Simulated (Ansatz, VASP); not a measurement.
# Cross-check of Y between VASP and Ansatz

Aim: how closely do two programs agree when they are given the same cell, functional and k mesh? Of the first pair: The structure shown is the end of the Ansatz relaxation below.

Program: Ansatz 0.2.0. Level of theory: plane waves, with VASP 6.6.1 beside it; single point at PBEsol and zone-centre phonons at PBEsol. Results are calculated unless marked as measured.

### 1. Set-up

It takes space group P6_3/mmc (No. 194, hexagonal). The conventional cell has a = 3.564 Å, b = 3.564 Å, c = 5.805 Å, α = 90.00°, β = 90.00°, γ = 120.00°. Nearest to Y lie 12 Y at 3.56 Å.

Coordinates:

```cif
data_structure
_symmetry_space_group_name_H-M 'P6_3/mmc'
_symmetry_Int_Tables_number 194
_cell_length_a 3.5643
_cell_length_b 3.5643
_cell_length_c 5.8052
_cell_angle_alpha 90.000
_cell_angle_beta 90.000
_cell_angle_gamma 120.000
_cell_volume 63.87
loop_
_atom_site_label
_atom_site_type_symbol
_atom_site_symmetry_multiplicity
_atom_site_Wyckoff_symbol
_atom_site_fract_x
_atom_site_fract_y
_atom_site_fract_z
_atom_site_occupancy
Y1 Y 2 c 0.33333 0.66667 0.25000 1
```

### 2. Ansatz: relaxation, PBEsol

Ansatz runs on its PAW soft_1 files.

This run makes the geometry at which the two programs are then compared.

input.yaml

```yaml
crystal:
  lattice:
    - [3.5730830571, 0.0, 0.0]
    - [-1.7865415286, 3.0943806973, 0.0]
    - [0.0, 0.0, 5.8052411472]
  atoms:
    - { symbol: "Y", position: [0.3333333287, 0.6666666713, 0.25] }
    - { symbol: "Y", position: [0.6666666713, 0.3333333287, 0.75] }
kpoints:
  mp_grid: { grid: [15, 15, 8] }
hamiltonian:
  xc: pbesol
  pseudopotentials: { kind: paw, azcp: { folder: soft_1 }, xc_functional: pbe }
scf:
  occupations: { method: methfessel_paxton, width: 0.2 }
output:
  forces: true
  stress: true
  eigenvalues: true
relax:
  adjacent_minimum: "off"
  f_tol: 0.001
  max_steps: 60
  cell: { stress_tol: 0.01, fix: [c, angles] }
```

The run is started by

```console
$ ansatz run input.yaml --threads 4 --pin off --max-ram 10240MiB --backend cpu --events-out ev --progress --plain --runs-dir out
```

Numbers of over 12 decimals in the logs are rounded to 6 here.

Log:

```text
Warning: crystal.symmetry: narrowed to the stabiliser of the fixed cell quantities (relax.cell.fix) — unitary ops 24 → 8. The narrowing is safe, since a smaller group never makes results wrong: the run goes on under it, on as many k-points as the starting group would need, or more. Excluded: 16 operations that would move a fixed cell quantity at a test strain (relax.cell.fix fixes c, alpha, beta, gamma). The cell can leave their symmetry as it relaxes.
Engine: ansatz 0.2.0, x86_64-unknown-linux-gnu
Pseudopotentials: kind: paw
Pseudopotential: Y, paw, valence charge 11, recommended cutoff 420 eV (normal), soft_1/Y.paw.azcp
Functional definition: PBEsol
  exchange = pbesol_x
  correlation = pbesol_c
Crystal: 2 atoms, lattice volume = 64.186 Å³
Basis set: ecut = 420 eV, 1237 PW (Γ), exchange–correlation on 48×48×80 points (8 copies of the dense FFT grid, shifted against one another)
Bands: 15, of which v1, the nominal top of the filled ones, is band 11 counted from 1 (10 counted from 0)
Symmetry: 8 space group operations
k-points: 320 of 1800
Non-local potential: Y, projectors of the file, l = 0: 3, l = 1: 2, l = 2: 2, l = 3: 1
PAW form: soft (Blöchl's): semilocal exchange-correlation on the pseudo side does not see the compensation charge
PAW frozen core: Y, regenerated for the run's functional, and the local potential with it (the file was generated under x = pbe(κ = 0.804, μ = 0.219515), c = pbe(β = 0.066725))
PAW one-centre angular grid: Y, 590 points (default); XC on 64 Gauss nodes
Initial density: superposition of atomic densities (chi_scale 0.1, normalization cell)
Initial wavefunctions: pseudopotential atomic-orbital guess
Functional: x = pbesol(κ = 0.804, μ = 0.123457), c = pbesol(β = 0.046)
SCF iter   1: F=—  HF=-7590.231289 eV  |F-HF|=—  |Δ(HF+E_count)|=         —  Δρ=1.36e-2  dr2=1.92e-1  ethr=3.10e-3  ⟨swp⟩=4.4  Hψ=20130  notcnv=0
preconditioner: auto → Kerker (q_TF=auto, 2.282 Å⁻¹)  [metal: Δε(μ)=0.003 eV  Ē_g=2.622 eV  σ=0.200 eV  W_gap=0.01  n_scr=10 (ndim 8)  ℏωp=11.4 eV  f_vac=0.000  D(μ)=4.37/eV (n_scr^D=36)]
SCF iter   2: F=—  HF=-7590.190592 eV  |F-HF|=—  |Δ(HF+E_count)|=   4.07e-2  S|Δr|=    0.00e0  Δρ=8.58e-3  dr2=7.61e-2  ethr=8.71e-4  ⟨swp⟩=1.0  Hψ=7360  notcnv=0
SCF iter   3: F=—  HF=-7590.165621 eV  |F-HF|=—  |Δ(HF+E_count)|=   2.50e-2  S|Δr|=    0.00e0  Δρ=1.35e-3  dr2=1.20e-3  ethr=3.46e-4  ⟨swp⟩=2.9  Hψ=8469  notcnv=0
SCF iter   4: F=—  HF=-7590.165552 eV  |F-HF|=—  |Δ(HF+E_count)|=   6.99e-5  S|Δr|=    0.00e0  Δρ=2.02e-4  dr2=2.35e-5  ethr=5.47e-6  ⟨swp⟩=2.0  Hψ=5836  notcnv=0
SCF iter   5: F=—  HF=-7590.165535 eV  |F-HF|=—  |Δ(HF+E_count)|=   1.66e-5  S|Δr|=    0.00e0  Δρ=4.71e-5  dr2=9.27e-7  ethr=1.07e-7  ⟨swp⟩=2.0  Hψ=8358  notcnv=0
SCF iter   6: F=-7590.165535 eV  HF=-7590.165535 eV  |F-HF|=4.43e-9  |Δ(HF+E_count)|=   1.21e-7  S|Δr|=    0.00e0  Δρ=7.81e-6  dr2=2.91e-8  ethr=4.55e-10  ⟨swp⟩=5.5  Hψ=21505  notcnv=0
SCF 1 converged in 6 iterations: F = -7590.165535 eV  dr2 = 2.91e-8
  greatest PAW one-centre occupation: 0.993 electrons in one spin orbital (limit 2), on the Y atom at site 1 (counted from 0), in its partial waves of l = 0
relax step   1: F+E_penalty+E_count = -7590.16553514 eV  Δ(F+E_penalty+E_count) = +0.000e0 eV  max|allowed force component| = 2.366e-9 eV/Å  Δτ_max = 0.0000 Å  P = -1.064 GPa  Ω = 64.186 Å³  fix = [c, alpha, beta, gamma]  reactions: c -2.734 GPa; gamma -0.000 GPa/rad  (6 SCF iters, dr2 threshold 1.00e-7 eV, accepted)
[...]
relax step   2: F+E_penalty+E_count = -7590.16576492 eV  Δ(F+E_penalty+E_count) = -2.298e-4 eV  max|allowed force component| = 1.630e-8 eV/Å  Δτ_max = 0.0000 Å  P = -0.901 GPa  Ω = 63.911 Å³  energy of the carried Pulay correction = +7.264e-6 eV  fix = [c, alpha, beta, gamma]  reactions: c -2.643 GPa; gamma -0.000 GPa/rad  (3 SCF iters, dr2 threshold 1.31e-7 eV, accepted)
[...]
relax step   3: F+E_penalty+E_count = -7590.16576975 eV  Δ(F+E_penalty+E_count) = -4.834e-6 eV  max|allowed force component| = 1.227e-8 eV/Å  Δτ_max = 0.0000 Å  P = -0.876 GPa  Ω = 63.870 Å³  energy of the carried Pulay correction = +8.345e-6 eV  fix = [c, alpha, beta, gamma]  reactions: c -2.629 GPa; gamma +0.000 GPa/rad  (3 SCF iters, dr2 threshold 2.21e-9 eV, accepted)
[...]
relax step   4: F+E_penalty+E_count = -7590.16576065 eV  Δ(F+E_penalty+E_count) = +9.100e-6 eV  max|allowed force component| = 2.076e-8 eV/Å  Δτ_max = 0.0000 Å  P = -0.876 GPa  Ω = 63.870 Å³  fix = [c, alpha, beta, gamma]  reactions: c -2.629 GPa; gamma +0.000 GPa/rad  stress off target by 2.52e-4 GPa on what of the cell is left free  SCF on the basis re-selected at this cell (its energy is not comparable with the rows above)  (5 SCF iters)
basis re-selected at this cell: Δ(F+E_penalty+E_count) = +9.100e-6 eV, ΔP = +0.000 GPa vs the last step (what re-selecting the basis moved, of the pressure what is left beyond the Pulay correction that the steps carried, after the strain that the cell walked since its last selection, with what the two solves' SCF thresholds leave and, on support functions, any second-order correction that the steps lacked; it is no m [...]
SCF converged after 5 iterations
Stability not checked: this state was not tested for a lower state beside it, because cold or Methfessel-Paxton smearing, or corrected tetrahedra, fill the levels in a way that the test cannot read (fill_not_monotonic; see scf.lower_state_search)
Free energy (F): -7590.165761 eV
Harris-Foulkes:  -7590.165761 eV  (|F-HF|=3.64e-12)
Internal energy: -7590.159381 eV  (E = F + TS)
E sigma→0 (E₀):  -7590.164166 eV
Entropy (-TS):   -0.006380 eV (-3.190 meV/atom)
Fermi energy:    9.596176 eV
--- Per-component energies (eV) ---
  E_band       = -235.957895
  E_kinetic    = 630.818042
  E_local      = -1186.108255  (includes V_loc(G=0)·N_el)
  E_nonlocal   = 57.197874
  E_hartree    = 374.906493
  E_xc         = -353.487842
  E_vxc        = -408.522502  (∫ρ·V_xc dr)
  E_paw        = -5527.660847  (= ΣΔE_a)
  E_vpaw       = -79.156086  (= ΣTr[D̂ρ^β])
  E_aug_tail   = 0.000047  (compensation charges beyond the density's cutoff)
  E_ewald      = -1586.122440
  E_core_change = 0.297547  (= ΣΔE_core)
  E_smearing   = -0.006380  (= −TS)
  E_closure    = -0.000000  (closes the sum)
  Σ components = -7590.165761   (vs F -7590.165761, Δ=0.00e0)
--- Forces (eV/Å), atoms counted from 1 ---
  atom   1  Y     -0.00000002     0.00000001     0.00000000
  atom   2  Y      0.00000002    -0.00000001     0.00000000
  max |Σ_I F_I| component: 0.00e0 eV/Å
--- Stress (GPa, compression-positive) ---
        0.000252      -0.000000       0.000000
       -0.000000       0.000252       0.000000
        0.000000       0.000000      -2.628754
  P = ⅓ Tr σ = -0.8761 GPa (-8.761 kbar)
--- Band table (eV; the first three rows and the last of 320) ---
  k-point 0: bands = [... 7 lower, -12.6125, 4.8744, 7.6212, 10.3271, 11.3932, 11.4073, 11.4073, 11.9625]
  k-point 1: bands = [... 7 lower, -12.6217, 4.9742, 7.5435, 10.2495, 11.3004, 11.3669, 11.3669, 11.8899]
  k-point 2: bands = [... 7 lower, -12.6305, 5.2633, 7.2814, 10.1398, 11.0502, 11.3060, 11.3060, 11.7166]
  k-point 319: bands = [... 7 lower, -12.7663, 7.8800, 7.8800, 9.5803, 9.5803, 11.0300, 11.0300, 12.5372]
--- Relaxed structure (3 steps of the walk, 3 accepted, 1 SCFs on fresh bases) ---
  F+E_penalty+E_count = -7590.16576065 eV   max|allowed force component| = 2.076e-8 eV/Å   (the final SCF, on the basis selected at the relaxed cell)
  cell:  # Å, volume = 63.8698 Å³
    - [3.564285, 2.8796477234113658e-11, 0.0]
    - [-1.782143, 3.086762, 0.0]
    - [0.0, 0.0, 5.8052411472]
  atoms:
    - { symbol: Y, position: [0.333333, 0.666667, 0.250000] }
    - { symbol: Y, position: [0.666667, 0.333333, 0.75] }
```

### 3. VASP: single point, PBEsol

The same cell, functional, mesh and smearing now go to VASP, with its own data sets.

Lines of VASP's logs that name or quote its potential files are left out, and so is its time.

INCAR

```
SYSTEM = Y
PREC = Accurate
ENCUT = 500
EDIFF = 1E-06
NELM = 120
ISMEAR = 1
SIGMA = 0.2
LREAL = .FALSE.
ALGO = Normal
GGA = PS
NBANDS = 17
LASPH = .TRUE.
LORBIT = 11
LWAVE = .FALSE.
LCHARG = .FALSE.
ISIF = 2
GGA_COMPAT = .FALSE.
KPAR = 2
```

POSCAR

```
Y
1.0
    3.5642851946      0.0000000000      0.0000000000
   -1.7821425973      3.0867615248      0.0000000000
    0.0000000000      0.0000000000      5.8052411472
Y
2
Direct
    0.3333333352      0.6666666648      0.2500000000
    0.6666666648      0.3333333352      0.7500000000
```

KPOINTS

```
Automatic mesh
0
Gamma
15 15 8
0 0 0
```

The projector-augmented-wave data sets are Y_sv (PBE family, release 64).

The run is started by

```console
$ mpirun -np 2 vasp_std
```

Log:

```text
[banner, memory and clock lines left out]
running    2 mpi-ranks, on    1 nodes
 distrk:  each k-point on    1 cores,    2 groups
 distr:  one band on    1 cores,    1 groups

 POSCAR found type information on POSCAR Y
 POSCAR found :  1 types and       2 ions
|                                                                             |
|               ----> ADVICE to this user running VASP <----                  |
|                                                                             |
|     You enforced a specific xc type in the INCAR file but a different       |
|     [... a line on the potential file left out ...]
|     I HOPE YOU KNOW WHAT YOU ARE DOING!                                     |
|                                                                             |

 LDA part: xc-table for (Slater+PW92), standard interpolation
 POSCAR, INCAR and KPOINTS ok, starting setup
 FFT: planning ... GRIDC
 FFT: planning ... GRID_SOFT
 FFT: planning ... GRID
 WAVECAR not read
 entering main loop
       N       E                     dE             d eps       ncg     rms          rms(c)
DAV:   1     0.842689926034E+02    0.84269E+02   -0.11211E+04  4590   0.119E+03
DAV:   2    -0.678770528662E+01   -0.91057E+02   -0.89911E+02  5682   0.261E+02
DAV:   3    -0.139105374481E+02   -0.71228E+01   -0.70556E+01  8391   0.436E+01
DAV:   4    -0.140660433359E+02   -0.15551E+00   -0.15526E+00  5475   0.696E+00
DAV:   5    -0.140697786952E+02   -0.37354E-02   -0.37348E-02  6967   0.797E-01    0.336E+01
DAV:   6    -0.136969342047E+02    0.37284E+00   -0.46023E-01  4954   0.430E+00    0.207E+01
DAV:   7    -0.136303839650E+02    0.66550E-01   -0.88352E-01  6121   0.542E+00    0.176E+00
DAV:   8    -0.136180784212E+02    0.12306E-01   -0.15544E-01  5738   0.238E+00    0.878E-01
DAV:   9    -0.136175151976E+02    0.56322E-03   -0.44558E-03  6510   0.430E-01    0.364E-01
DAV:  10    -0.136175871711E+02   -0.71973E-04   -0.13863E-03  5239   0.340E-01    0.205E-01
DAV:  11    -0.136175662396E+02    0.20932E-04   -0.73889E-05  6950   0.718E-02    0.228E-02
DAV:  12    -0.136175620671E+02    0.41725E-05   -0.20199E-05  5334   0.399E-02    0.198E-02
DAV:  13    -0.136175636235E+02   -0.15564E-05   -0.49729E-06  5262   0.208E-02    0.416E-03
DAV:  14    -0.136175637878E+02   -0.16428E-06   -0.16958E-07  3118   0.333E-03
   1 F= -.13617564E+02 E0= -.13615450E+02  d E =-.634057E-02
```

OUTCAR, selected parts (step 3):

```text
ion  position               nearest neighbor table
   1  0.333  0.667  0.250-   2 3.56   2 3.56   2 3.56   2 3.56   2 3.56   2 3.56
   2  0.667  0.333  0.750-   1 3.56   1 3.56   1 3.56   1 3.56   1 3.56   1 3.56

  LATTYP: Found a hexagonal cell.
 ALAT       =     3.5642851946
 C/A-ratio  =     1.6287252086

 Subroutine GETGRP returns: Found 24 space group operations
 (whereof 12 operations were pure point group operations)

The static configuration has the point symmetry D_3d.
 The point group associated with its full space group is D_6h.

 Found    135 irreducible k-points:

   k-points           NKPTS =    135   k-points in BZ     NKDIM =    135   number of bands    NBANDS=     17

   dimension x,y,z NGX =    28 NGY =   28 NGZ =   42
   dimension x,y,z NGXF=    56 NGYF=   56 NGZF=   84

   ENCUT  =  500.0 eV  36.75 Ry    6.06 a.u.   6.50  6.50 10.58*2*pi/ulx,y,z

   NELECT =      22.0000    total number of electrons

 k-points in reciprocal lattice and weights: Automatic mesh
   0.00000000  0.00000000  0.00000000       0.001
   0.06666667  0.00000000  0.00000000       0.003
   0.13333333  0.00000000  0.00000000       0.003
   0.20000000  0.00000000  0.00000000       0.003
   0.26666667  0.00000000  0.00000000       0.003
   0.33333333  0.00000000  0.00000000       0.003
   0.40000000  0.00000000  0.00000000       0.003
   0.46666667  0.00000000  0.00000000       0.003
   0.06666667  0.06666667  0.00000000       0.003
[...]
0.33333333  0.26666667  0.50000000       0.007
   0.33333333  0.33333333  0.50000000       0.001

 average (electrostatic) potential at core
       1 -37.3457       2 -37.3457

 E-fermi :   3.0368

 k-point     1 :       0.0000    0.0000    0.0000
  band No.  band energies     occupation
    ...
      6     -19.2006      2.00000
      7     -19.2006      2.00000
      8     -19.1944      2.00000
      9      -1.7273      2.00000
     10       1.0460      2.00000
     11       3.7740     -0.00000
     12       4.8318     -0.00000
     13       4.8462     -0.00000
     14       4.8462     -0.00000
     15       5.4008     -0.00000
    ...

 k-point     2 :       0.0667    0.0000    0.0000
  band No.  band energies     occupation
    ...
      6     -19.2219      2.00000
      7     -19.2036      2.00000
      8     -19.1976      2.00000
      9      -1.6261      2.00000
     10       1.1457      2.00000
     11       3.6782     -0.00006
     12       4.5246     -0.00000
     13       4.9406     -0.00000
     14       5.0765     -0.00000
     15       5.2878     -0.00000
    ...

 k-point     3 :       0.1333    0.0000    0.0000
  band No.  band energies     occupation
    ...
      6     -19.2810      2.00000
      7     -19.2124      2.00000
      8     -19.2074      2.00000
      9      -1.3321      2.00000
     10       1.4254      2.00000
     11       3.4263     -0.01887
     12       4.1173     -0.00000
     13       4.9644     -0.00000
     14       5.2206     -0.00000
     15       5.3681     -0.00000
    ...

  Total       -0.0523444     -0.0523444     -1.0954303      0.0000000      0.0000000      0.0000000
  in kB       -1.3130617     -1.3130617    -27.4789134      0.0000000      0.0000000      0.0000000
  external PRESSURE =     -10.0350122 kB  Pullay stress =       0.0000000 kB

  energy-cutoff  :      500.00
  volume of cell :       63.87
      direct lattice vectors                 reciprocal lattice vectors
     3.564285195  0.000000000  0.000000000     0.280561163  0.161982063  0.000000000
    -1.782142597  3.086761525  0.000000000     0.000000000  0.323964126  0.000000000
     0.000000000  0.000000000  5.805241147     0.000000000  0.000000000  0.172258133

 POSITION                                       TOTAL-FORCE (eV/Angst)
 -----------------------------------------------------------------------------------
      0.00000      2.05784      1.45131         0.000000     -0.000000      0.000000
      1.78214      1.02892      4.35393        -0.000000      0.000000      0.000000
 -----------------------------------------------------------------------------------
    total drift:                               -0.000002      0.000002     -0.000000

  FREE ENERGIE OF THE ION-ELECTRON SYSTEM (eV)
  ---------------------------------------------------
  free  energy   TOTEN  =       -13.6175637878 eV

  energy  without entropy=      -13.6112232136  energy(sigma->0) =      -13.61545026

 total charge
# of ion       s       p       d       f       tot
--------------------------------------------------
    1        2.287   6.225   0.947   0.007   9.465
    2        2.287   6.225   0.947   0.007   9.465
--------------------------------------------------
tot          4.573  12.450   1.894   0.014  18.931

[... 3 further parts left out ...]
```

The run ends at a pressure of -1.00 GPa.

### 4. Differences

Known differences besides the potentials themselves: the cutoff is 420 eV in Ansatz and 500 eV in VASP; Ansatz makes its cores anew for this functional, VASP keeps those of its PBE data sets; Ansatz's pressure holds a Pulay correction, VASP's none. Total energies have different zeros and are not compared.

The two programs side by side:

```csv
quantity,Ansatz,VASP,difference
pressure (GPa),-0.88,-1.00,+0.13
```

(Continued in part 2 of 2.)

[Lines on the potential files, build, host, timing and source positions are cut from VASP's logs without a mark.]

[Logs are printed without paths, hosts, clocks, repeated set-up lines and the standing remarks that a program may print on its own settings, such as how far it seeks lower states.]

[Hosts, paths, dates, database ids (printed as entryN), source tags and the programs' standing remarks are cut or masked in the printed files.]
